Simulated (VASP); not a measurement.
```
CELL_PARAMETERS angstrom
      1.51500    -2.62406     0.00000
      1.51500     2.62406     0.00000
      0.00000     0.00000     3.23000
ATOMIC_POSITIONS crystal
  Ti 0.00000 0.00000 0.00000
  B  0.33333 0.66667 0.50000
  B  0.66667 0.33333 0.50000
```

The numbers are results of PBE GGA + U (Dudarev), VASP's PBE PAW potentials (set 64) (plane waves; VASP 6.6.1), not measurements. Numerical set-up: 520 eV cut-off, 10×10×9 Γ-centred mesh, first-order Methfessel-Paxton smearing of 0.10 eV, potentials Ti_sv B, U − J: Ti 8.00 eV.

Give the stress tensor in GPa (positive for a compressed cell).

```
14.14   0.00   0.00
 0.00  14.14   0.00
 0.00   0.00  22.04
```
The pressure is its mean diagonal, 16.78 GPa.

The compound is TiB2 in the AlB2 type structure. The cell was not relaxed at this level. The run is one of a series of settings (LDAU = .TRUE., LDAUJ = 0 0, LDAUL = 2 -1, LDAUTYPE = 2, LDAUU = 8.0 0 against the base run), some of them coarse on purpose.
